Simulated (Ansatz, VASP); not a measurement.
# Cross-check of TaN between VASP and Ansatz

Wanted: the spread between two codes on one cell, functional and k mesh. The cell is taken from a series of runs on this material, whose earlier steps may have relaxed, scaled, displaced or heated it; both programs get it as it stands.

Program: Ansatz 0.2.0. Level of theory: plane waves, with VASP 6.6.1 beside it; zone-centre phonons at PBEsol. Results are calculated unless marked as measured.

### 1. The starting structure

The structure is cubic, space group Fm-3m (No. 225). The conventional cell has a = 4.224 Å, b = 4.224 Å, c = 4.224 Å, α = 90.00°, β = 90.00°, γ = 90.00°. Nearest to N lie 6 Ta at 2.11 Å. Nearest to Ta lie 6 N at 2.11 Å. Farther neighbours and most contacts between anions are not listed.

### 2. VASP: zone-centre phonons, PBEsol, pair 1

Second derivatives magnify differences that forces hide, and they need a tight electronic threshold.

Lines of VASP's logs that name or quote its potential files are left out, and so is its time.

Input file INCAR:

```
SYSTEM = TaN
PREC = Accurate
ENCUT = 600
EDIFF = 1E-08
NELM = 120
ISMEAR = 1
SIGMA = 0.2
LREAL = .FALSE.
ALGO = Normal
GGA = PS
NBANDS = 14
LASPH = .TRUE.
LORBIT = 11
LWAVE = .FALSE.
LCHARG = .FALSE.
ISIF = 2
IBRION = 8
GGA_COMPAT = .FALSE.
KPAR = 2
```

Input file POSCAR:

```
TaN
1.0
    0.0000000000      2.1119054246      2.1119054246
    2.1119054246      0.0000000000      2.1119054246
    2.1119054246      2.1119054246      0.0000000000
N Ta
1 1
Direct
    0.0000000000      0.0000000000      0.0000000000
    0.5000000000      0.5000000000      0.5000000000
```

Input file KPOINTS:

```
Automatic mesh
0
Gamma
16 16 16
0 0 0
```

The projector-augmented-wave data sets are N and Ta_pv (PBE family, release 64).

Started as:

```bash
$ mpirun -np 2 vasp_std
```

Numbers of over 12 decimals in the logs are rounded to 6 here.

Output:

```text
[banner, memory and clock lines left out]
running    2 mpi-ranks, on    1 nodes
 distrk:  each k-point on    1 cores,    2 groups
 distr:  one band on    1 cores,    1 groups

 POSCAR found type information on POSCAR N Ta
 POSCAR found :  2 types and       2 ions
|                                                                             |
|               ----> ADVICE to this user running VASP <----                  |
|                                                                             |
|     You enforced a specific xc type in the INCAR file but a different       |
|     [... a line on the potential file left out ...]
|     I HOPE YOU KNOW WHAT YOU ARE DOING!                                     |
|                                                                             |

 LDA part: xc-table for (Slater+PW92), standard interpolation
 POSCAR, INCAR and KPOINTS ok, starting setup
 FFT: planning ... GRIDC
 FFT: planning ... GRID_SOFT
 FFT: planning ... GRID
 WAVECAR not read
 entering main loop
       N       E                     dE             d eps       ncg     rms          rms(c)
DAV:   1     0.984045307513E+02    0.98405E+02   -0.98998E+03  4068   0.138E+03
DAV:   2    -0.224825727390E+02   -0.12089E+03   -0.11417E+03  4912   0.352E+02
DAV:   3    -0.257228972467E+02   -0.32403E+01   -0.32073E+01  4710   0.546E+01
DAV:   4    -0.257385186438E+02   -0.15621E-01   -0.15616E-01  4810   0.384E+00
DAV:   5    -0.257386217581E+02   -0.10311E-03   -0.10311E-03  4832   0.275E-01    0.313E+01
DAV:   6    -0.229877137076E+02    0.27509E+01   -0.52787E+00  5000   0.287E+01    0.135E+01
DAV:   7    -0.229407941500E+02    0.46920E-01   -0.42579E-01  5080   0.597E+00    0.878E+00
DAV:   8    -0.229113530637E+02    0.29441E-01   -0.96061E-02  5068   0.280E+00    0.196E+00
DAV:   9    -0.229063609682E+02    0.49921E-02   -0.13185E-02  4720   0.102E+00    0.351E-01
DAV:  10    -0.229062712406E+02    0.89728E-04   -0.76878E-04  5442   0.354E-01    0.124E-01
DAV:  11    -0.229062209659E+02    0.50275E-04   -0.10052E-04  4548   0.115E-01    0.336E-02
DAV:  12    -0.229062201580E+02    0.80789E-06   -0.68655E-06  5188   0.275E-02    0.787E-03
DAV:  13    -0.229062198153E+02    0.34271E-06   -0.61835E-07  4668   0.668E-03    0.387E-03
DAV:  14    -0.229062198260E+02   -0.10742E-07   -0.32921E-08  4936   0.186E-03    0.434E-04
DAV:  15    -0.229062198180E+02    0.80022E-08   -0.13392E-09  2684   0.446E-04
   1 F= -.22906220E+02 E0= -.22905471E+02  d E =-.224568E-02
 Linear response reoptimize wavefunctions to high precision
DAV:   1    -0.229062198177E+02    0.35152E-09   -0.28990E-10  2906   0.235E-04
DAV:   2    -0.229062198177E+02   -0.15461E-10   -0.15043E-11  2366   0.350E-05
 Linear response DOF=           2
 Linear response progress:
  Degree of freedom:   1/  2
       N       E                     dE             d eps       ncg     rms          rms(c)
RMM:   1    -0.237192175360E+00   -0.23719E+00    0.16544E-01 21561   0.310E+00
RMM:   2    -0.233394100097E+00    0.37981E-02   -0.43220E-03 16502   0.550E-01    0.170E-01
RMM:   3    -0.234315669948E+00   -0.92157E-03   -0.10377E-03 14803   0.206E-01    0.843E-02
RMM:   4    -0.235817538585E+00   -0.15019E-02   -0.52197E-04 15169   0.144E-01    0.230E-02
RMM:   5    -0.235934621975E+00   -0.11708E-03   -0.21859E-05 17523   0.374E-02    0.349E-03
RMM:   6    -0.235952154010E+00   -0.17532E-04   -0.21867E-06 17594   0.806E-03    0.962E-04
RMM:   7    -0.235938987250E+00    0.13167E-04   -0.22348E-07 17248   0.231E-03    0.396E-04
RMM:   8    -0.235941089218E+00   -0.21020E-05   -0.35558E-08 18333   0.783E-04    0.102E-04
RMM:   9    -0.235939692471E+00    0.13967E-05   -0.37657E-10 17474   0.300E-04    0.272E-05
RMM:  10    -0.235939563484E+00    0.12899E-06   -0.27753E-09 19503   0.869E-05    0.164E-05
RMM:  11    -0.235939604482E+00   -0.40998E-07   -0.69925E-09 17844   0.283E-05    0.812E-06
RMM:  12    -0.235939603466E+00    0.10163E-08   -0.63053E-09 17174   0.115E-05    0.179E-06
 first order change of Fermi-energy  -0.56127E-04
 force on displaced ion       1 direction 1 : -14.144   0.000   0.000
 Linear response progress:
  Degree of freedom:   2/  2
       N       E                     dE             d eps       ncg     rms          rms(c)
RMM:   1    -0.131875309862E+00   -0.13188E+00    0.11314E+01 10302   0.241E+01
RMM:   2    -0.160657376725E+00   -0.28782E-01   -0.24890E-02 15223   0.144E+00    0.116E-01
RMM:   3    -0.159963939500E+00    0.69344E-03   -0.20251E-03 17658   0.312E-01    0.532E-02
RMM:   4    -0.159471566737E+00    0.49237E-03   -0.16679E-04 18902   0.927E-02    0.183E-02
RMM:   5    -0.159282642012E+00    0.18892E-03   -0.17156E-05 19192   0.259E-02    0.510E-03
RMM:   6    -0.159263654386E+00    0.18988E-04   -0.24415E-06 18135   0.909E-03    0.881E-04
RMM:   7    -0.159261332753E+00    0.23216E-05   -0.51974E-07 18990   0.257E-03    0.275E-04
RMM:   8    -0.159263287645E+00   -0.19549E-05   -0.21115E-07 20435   0.870E-04    0.963E-05
RMM:   9    -0.159263885236E+00   -0.59759E-06   -0.33451E-07 18444   0.366E-04    0.251E-05
RMM:  10    -0.159264054054E+00   -0.16882E-06   -0.10409E-07 20312   0.154E-04    0.121E-05
RMM:  11    -0.159264192559E+00   -0.13850E-06   -0.85605E-08 19856   0.693E-05    0.504E-06
RMM:  12    -0.159264155921E+00    0.36638E-07   -0.40438E-08 20754   0.365E-05    0.750E-07
RMM:  13    -0.159264160720E+00   -0.47992E-08   -0.33013E-08 16086   0.189E-05    0.757E-07
 first order change of Fermi-energy   0.21615E-03
 force on displaced ion       2 direction 1 : -14.152   0.000   0.000
 Linear response finished
```

From OUTCAR (step 2):

```text
ion  position               nearest neighbor table
   1  0.000  0.000  0.000-   2 2.11   2 2.11   2 2.11   2 2.11   2 2.11   2 2.11
   2  0.500  0.500  0.500-   1 2.11   1 2.11   1 2.11   1 2.11   1 2.11   1 2.11

  LATTYP: Found a face centered cubic cell.
 ALAT       =     4.2238108492

 Subroutine GETGRP returns: Found 48 space group operations
 (whereof 48 operations were pure point group operations)

The static configuration has the point symmetry O_h .

 Found    145 irreducible k-points:

   k-points           NKPTS =    145   k-points in BZ     NKDIM =    145   number of bands    NBANDS=     14

   dimension x,y,z NGX =    24 NGY =   24 NGZ =   24
   dimension x,y,z NGXF=    48 NGYF=   48 NGZF=   48

   ENCUT  =  600.0 eV  44.10 Ry    6.64 a.u.   5.97  5.97  5.97*2*pi/ulx,y,z

   NELECT =      16.0000    total number of electrons

 k-points in reciprocal lattice and weights: Automatic mesh
   0.00000000  0.00000000  0.00000000       0.000
   0.06250000  0.00000000  0.00000000       0.002
   0.12500000  0.00000000  0.00000000       0.002
   0.18750000  0.00000000  0.00000000       0.002
   0.25000000  0.00000000  0.00000000       0.002
   0.31250000  0.00000000  0.00000000       0.002
   0.37500000  0.00000000  0.00000000       0.002
   0.43750000  0.00000000  0.00000000       0.002
   0.50000000  0.00000000  0.00000000       0.001
[...]
-0.31250000  0.50000000  0.18750000       0.003
  -0.25000000  0.50000000  0.25000000       0.001

 average (electrostatic) potential at core
       1 -60.1455       2 -32.8889

  Total        5.8145224      5.8145224      5.8145224     -0.0000000      0.0000000      0.0000000
  in kB      494.5056247    494.5056247    494.5056247     -0.0000000      0.0000000      0.0000000
  external PRESSURE =     494.5056247 kB  Pullay stress =       0.0000000 kB

  energy-cutoff  :      600.00
  volume of cell :       18.84
      direct lattice vectors                 reciprocal lattice vectors
     0.000000000  2.111905425  2.111905425    -0.236753026  0.236753026  0.236753026
     2.111905425  0.000000000  2.111905425     0.236753026 -0.236753026  0.236753026
     2.111905425  2.111905425  0.000000000     0.236753026  0.236753026 -0.236753026

 POSITION                                       TOTAL-FORCE (eV/Angst)
 -----------------------------------------------------------------------------------
      0.00000      0.00000      0.00000         0.000000      0.000000      0.000000
      2.11191      2.11191      2.11191         0.000000      0.000000     -0.000000
 -----------------------------------------------------------------------------------
    total drift:                                0.000000     -0.000000     -0.000000

 Eigenvectors and eigenvalues of the dynamical matrix
 ----------------------------------------------------

   1 f  =   16.309670 THz   102.476678 2PiTHz  544.032028 cm-1    67.451345 meV
             X         Y         Z           dx          dy          dz
      0.000000  0.000000  0.000000     0.000000    0.963400    0.000000
      2.111905  2.111905  2.111905     0.000000   -0.268068    0.000000

   2 f  =   16.309670 THz   102.476678 2PiTHz  544.032028 cm-1    67.451345 meV
             X         Y         Z           dx          dy          dz
      0.000000  0.000000  0.000000     0.963400    0.000000    0.000000
      2.111905  2.111905  2.111905    -0.268068    0.000000    0.000000

   3 f  =   16.309670 THz   102.476678 2PiTHz  544.032028 cm-1    67.451345 meV
             X         Y         Z           dx          dy          dz
      0.000000  0.000000  0.000000     0.000000    0.000000    0.963400
      2.111905  2.111905  2.111905     0.000000    0.000000   -0.268068

   4 f/i=    0.001313 THz     0.008248 2PiTHz    0.043787 cm-1     0.005429 meV
             X         Y         Z           dx          dy          dz
      0.000000  0.000000  0.000000    -0.268068    0.000000    0.000000
      2.111905  2.111905  2.111905    -0.963400    0.000000    0.000000

   5 f/i=    0.001313 THz     0.008248 2PiTHz    0.043787 cm-1     0.005429 meV
             X         Y         Z           dx          dy          dz
      0.000000  0.000000  0.000000     0.000000    0.000000   -0.268068
      2.111905  2.111905  2.111905     0.000000    0.000000   -0.963400

   6 f/i=    0.001313 THz     0.008248 2PiTHz    0.043787 cm-1     0.005429 meV
             X         Y         Z           dx          dy          dz
      0.000000  0.000000  0.000000     0.000000   -0.268068    0.000000
      2.111905  2.111905  2.111905     0.000000   -0.963400    0.000000

 ELASTIC MODULI CONTR FROM IONIC RELAXATION (kBar)
 Direction    XX          YY          ZZ          XY          YZ          ZX
 --------------------------------------------------------------------------------
 XX           0.0000      0.0000      0.0000      0.0000      0.0000      0.0000
 YY           0.0000      0.0000      0.0000      0.0000      0.0000      0.0000
 ZZ           0.0000      0.0000      0.0000      0.0000      0.0000      0.0000
 XY           0.0000      0.0000      0.0000      0.0000      0.0000      0.0000
 YZ           0.0000      0.0000      0.0000      0.0000      0.0000      0.0000
 ZX           0.0000      0.0000      0.0000      0.0000      0.0000      0.0000
 --------------------------------------------------------------------------------
```

### 3. Ansatz: zone-centre phonons, PBEsol, pair 1

Ansatz runs on its PAW soft_1 files.

The same cell, functional, mesh and smearing now go to Ansatz, which takes its cutoff from its data sets.

Input file input.yaml:

```yaml
crystal:
  lattice:
    - [0.0, 2.1119054246, 2.1119054246]
    - [2.1119054246, 0.0, 2.1119054246]
    - [2.1119054246, 2.1119054246, 0.0]
  atoms:
    - { symbol: "N", position: [0.0, 0.0, 0.0] }
    - { symbol: Ta, position: [0.5, 0.5, 0.5] }
kpoints:
  mp_grid: { grid: [16, 16, 16] }
hamiltonian:
  xc: pbesol
  pseudopotentials: { kind: paw, azcp: { folder: soft_1 }, xc_functional: pbe }
scf:
  occupations: { method: methfessel_paxton, width: 0.2 }
output:
  eigenvalues: true
phonons:
  method: dfpt
```

Started as:

```bash
$ ansatz run input.yaml --threads 4 --pin off --max-ram 10240MiB --backend cpu --events-out ev --progress --plain --runs-dir out
```

Output:

```text
Engine: ansatz 0.2.0, x86_64-unknown-linux-gnu
Pseudopotentials: kind: paw
Pseudopotential: N, paw, valence charge 5, recommended cutoff 420 eV (normal), soft_1/N.paw.azcp
Pseudopotential: Ta, paw, valence charge 13, recommended cutoff 420 eV (normal), soft_1/Ta.paw.azcp
Functional definition: PBEsol
  exchange = pbesol_x
  correlation = pbesol_c
Crystal: 2 atoms, lattice volume = 18.839 Å³
Basis set: ecut = 420 eV, 339 PW (Γ), exchange–correlation on 40×40×40 points (8 copies of the dense FFT grid, shifted against one another)
Bands: 13, of which v1, the nominal top of the filled ones, is band 9 counted from 1 (8 counted from 0)
Symmetry: 48 space group operations
k-points: 349 of 4096 (irreducible under 8 space group operations, time reversal used)
Non-local potential: N, projectors of the file, l = 0: 2, l = 1: 2, l = 2: 1
Non-local potential: Ta, projectors of the file, l = 0: 3, l = 1: 2, l = 2: 2, l = 3: 1
PAW form: soft (Blöchl's): semilocal exchange-correlation on the pseudo side does not see the compensation charge
PAW frozen core: N, regenerated for the run's functional, and the local potential with it (the file was generated under x = pbe(κ = 0.804, μ = 0.219515), c = pbe(β = 0.066725))
PAW frozen core: Ta, regenerated for the run's functional, and the local potential with it (the file was generated under x = pbe(κ = 0.804, μ = 0.219515), c = pbe(β = 0.066725))
PAW one-centre angular grid: N, 110 points (default); XC on 64 Gauss nodes
PAW one-centre angular grid: Ta, 590 points (default); XC on 64 Gauss nodes
Initial density: superposition of atomic densities (chi_scale 0.1, normalization cell, long waves kept (reshape's long-wave potential 0.00 eV rms))
Initial wavefunctions: pseudopotential atomic-orbital guess
Functional: x = pbesol(κ = 0.804, μ = 0.123457), c = pbesol(β = 0.046)
SCF iter   1: F=—  HF=-10187.857700 eV  |F-HF|=—  |Δ(HF+E_count)|=         —  Δρ=6.12e-2  dr2=7.17e-1  ethr=3.10e-3  ⟨swp⟩=5.0  Hψ=48230  notcnv=0  defer=2
automatic band count: the SCF goes on with 17 bands, as 13 were too few: the levels above may hold too much charge
preconditioner: auto → none  [metal: Δε(μ)=0.013 eV  Ē_g=17.452 eV  σ=0.200 eV  W_gap=0.05  n_scr=8 (ndim 8)  ℏωp=27.1 eV  f_vac=0.000  D(μ)=0.83/eV (n_scr^D=8)  sad-step TF]
SCF iter   2: F=—  HF=-10187.794328 eV  |F-HF|=—  |Δ(HF+E_count)|=   6.34e-2  S|Δr|=    0.00e0  Δρ=4.32e-2  dr2=3.89e-1  ethr=3.10e-3  ⟨swp⟩=1.0  Hψ=8725  notcnv=0  defer=10
SCF iter   3: F=—  HF=-10187.697648 eV  |F-HF|=—  |Δ(HF+E_count)|=   9.67e-2  S|Δr|=    0.00e0  Δρ=3.43e-3  dr2=6.17e-4  ethr=2.16e-3  ⟨swp⟩=2.5  Hψ=8285  notcnv=0  defer=10
SCF iter   4: F=—  HF=-10187.698029 eV  |F-HF|=—  |Δ(HF+E_count)|=   3.82e-4  S|Δr|=    0.00e0  Δρ=6.75e-4  dr2=1.05e-4  ethr=3.43e-6  ⟨swp⟩=2.7  Hψ=11462  notcnv=0  defer=589
SCF iter   5: F=—  HF=-10187.698003 eV  |F-HF|=—  |Δ(HF+E_count)|=   2.59e-5  S|Δr|=    0.00e0  Δρ=7.61e-5  dr2=8.79e-7  ethr=5.81e-7  ⟨swp⟩=2.6  Hψ=7555  notcnv=0  defer=589
SCF iter   6: F=—  HF=-10187.698002 eV  |F-HF|=—  |Δ(HF+E_count)|=   1.53e-6  S|Δr|=    0.00e0  Δρ=6.52e-6  dr2=3.87e-9  ethr=4.88e-9  ⟨swp⟩=2.2  Hψ=7391  notcnv=0  defer=676
SCF iter   7: F=—  HF=-10187.698002 eV  |F-HF|=—  |Δ(HF+E_count)|=  2.55e-10  S|Δr|=    0.00e0  Δρ=9.28e-7  dr2=6.84e-11  ethr=2.15e-11  ⟨swp⟩=2.2  Hψ=7811  notcnv=0  defer=676
SCF iter   8: F=-10187.698002 eV  HF=-10187.698002 eV  |F-HF|=0.00e0  |Δ(HF+E_count)|=  1.82e-12  S|Δr|=    0.00e0  Δρ=7.01e-8  dr2=2.62e-13  ethr=1.00e-12  ⟨swp⟩=9.5  Hψ=26839  notcnv=0
SCF 1 converged in 8 iterations: F = -10187.698002 eV  dr2 = 2.62e-13
  greatest PAW one-centre occupation: 0.999 electrons in one spin orbital (limit 2), on the Ta atom at site 1 (counted from 0), in its partial waves of l = 0
DFPT response loops at Γ: preconditioner auto → Kerker (q_TF=auto, 2.708 Å⁻¹) (partly filled bands, converged f_vac=0.000); β = 1.00, the filter's whole step (`scf.mixing.beta` (0.50) is not read by the response loops under this deck's `scf.mixing.preconditioner`; to damp them name `kerker` or `kerker_dos`, under which they read `scf.mixing.beta`, and type it under 1.00, their step now; both keys bind the ground state too); Broyden in place of MSR1
SCF converged after 8 iterations
Stability not checked: this state was not tested for a lower state beside it, because cold or Methfessel-Paxton smearing, or corrected tetrahedra, fill the levels in a way that the test cannot read (fill_not_monotonic; see scf.lower_state_search)
Free energy (F): -10187.698002 eV
Harris-Foulkes:  -10187.698002 eV  (|F-HF|=0.00e0)
Internal energy: -10187.695701 eV  (E = F + TS)
E sigma→0 (E₀):  -10187.697427 eV
Entropy (-TS):   -0.002301 eV (-1.150 meV/atom)
Fermi energy:    24.354227 eV
--- Per-component energies (eV) ---
  E_band       = -0.394520
  E_kinetic    = 534.996135
  E_local      = -487.306705  (includes V_loc(G=0)·N_el)
  E_nonlocal   = 27.315663
  E_hartree    = 182.679269
  E_xc         = -382.312787
  E_vxc        = -314.489322  (∫ρ·V_xc dr)
  E_paw        = -8305.669219  (= ΣΔE_a)
  E_vpaw       = -126.269821  (= ΣTr[D̂ρ^β])
  E_aug_tail   = 0.000993  (compensation charges beyond the density's cutoff)
  E_ewald      = -1757.640863
  E_core_change = 0.241812  (= ΣΔE_core)
  E_smearing   = -0.002301  (= −TS)
  E_closure    = 0.000000  (closes the sum)
  Σ components = -10187.698002   (vs F -10187.698002, Δ=0.00e0)
--- Band table (eV; the first three rows and the last of 349) ---
  k-point 0: bands = [... 5 lower, 20.2157, 20.2157, 20.2157, 21.8900, 21.8900, 21.8900, 24.4453, 24.4453, ... 4 higher]
  k-point 1: bands = [... 5 lower, 19.6508, 19.8064, 19.8064, 22.0775, 22.0775, 22.1743, 24.9126, 24.9126, ... 4 higher]
  k-point 2: bands = [... 5 lower, 18.5298, 18.9798, 18.9798, 22.5051, 22.5051, 22.5902, 26.0353, 26.0353, ... 4 higher]
  k-point 348: bands = [... 5 lower, 16.1306, 17.1590, 17.1590, 24.1431, 24.1431, 28.7208, 29.5979, 29.8548, ... 4 higher]
--- Phonons (Γ-DFPT): 2 representative perturbations + reference, on 349 of 4096 k-points (Σ response iterations 6) ---
  k mesh reduced under 8 symmetry operations, with k and −k counted as one. Each operation leaves every solved perturbation unchanged. A smaller set is not used because it would not reduce the number of displacements times k-points to solve
  ASR residual: 2.065e-5 → 0.000e0 eV/Å²; symmetrization residual: 2.940e-8 eV/Å²
  ASR residual per site (eV/Å²): 1.25e-5 2.06e-5
  Γ frequencies (cm⁻¹): 0.00 0.00 0.00 541.87 541.87 541.87
  non-analytic LO–TO correction: not included (Born effective charges unavailable; polar crystals: no LO–TO splitting at Γ)
```

### 4. Differences

Known differences besides the potentials themselves: the data sets hold 18 valence electrons in Ansatz (on its PAW soft_1 files) and 16 in VASP; the cutoff is 420 eV in Ansatz and 600 eV in VASP; Ansatz makes its cores anew for this functional, VASP keeps those of its PBE data sets. Total energies have different zeros and are not compared.

Compared:

| quantity | Ansatz | VASP | difference |
| --- | --- | --- | --- |
| optical mode 1 to 3 (cm⁻¹) | 541.9 | 544.0 | -0.40 % |

Modes are paired by rising frequency, not by their patterns, so a pair may set unlike modes beside each other; they are those without the splitting of longitudinal modes.

(Part 1 of 2 ends here.)

[Lines on the potential files, build, host, timing and source positions are cut from VASP's logs without a mark.]

[Logs are printed without paths, hosts, clocks, repeated set-up lines and the standing remarks that a program may print on its own settings, such as how far it seeks lower states.]

[Hosts, paths, dates, database ids (printed as entryN), source tags and the programs' standing remarks are cut or masked in the printed files.]
